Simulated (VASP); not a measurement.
```
CELL_PARAMETERS angstrom
      1.85539    -3.21363     0.00000
      1.85539     3.21363     0.00000
      0.00000     0.00000     7.74970
ATOMIC_POSITIONS crystal
  Zr 0.00000 0.00000 0.00000
  S  0.33333 0.66667 0.18705
  S  0.66667 0.33333 0.81295
```

All values below come from revPBE GGA, VASP's PBE PAW potentials (set 64) (plane waves; VASP). Run with 520 eV cut-off, Gaussian smearing of 0.050 eV, potentials Zr_sv S.

Without a dispersion term in the relaxation, distances and binding between the weakly bound layers, chains or molecules are unreliable, and so is what depends on them.

Give the energies of bands 7 to 15 at the high-symmetry points, in eV from the valence-band maximum.

```csv
band,Γ,M,K,A,L,H
7,-3.59,-4.04,-3.06,-3.51,-4.05,-3.07
8,-2.55,-2.59,-3.06,-2.55,-2.62,-3.07
9,-2.55,-2.31,-2.96,-2.55,-2.31,-2.95
10,-0.59,-2.10,-1.72,-0.83,-2.09,-1.70
11,0.00,-1.10,-1.72,0.00,-1.03,-1.70
12,0.00,-0.92,-1.45,0.00,-0.91,-1.47
13,1.73,1.29,2.39,1.73,1.25,2.40
14,1.73,3.34,3.19,1.73,3.34,3.15
15,2.61,3.60,3.19,2.73,3.60,3.15
```

The gap is indirect, 1.25 eV, from the valence maximum at Γ to the conduction minimum at L.

Measured: gap 1.70 eV (computed value off by -0.45 eV), as given by Miłosz Rybak et al., Nanomaterials (2022), arXiv:2210.12074.

The compound is ZrS2 in the 1T layered structure. It was relaxed first, which changed the volume by +37 %.
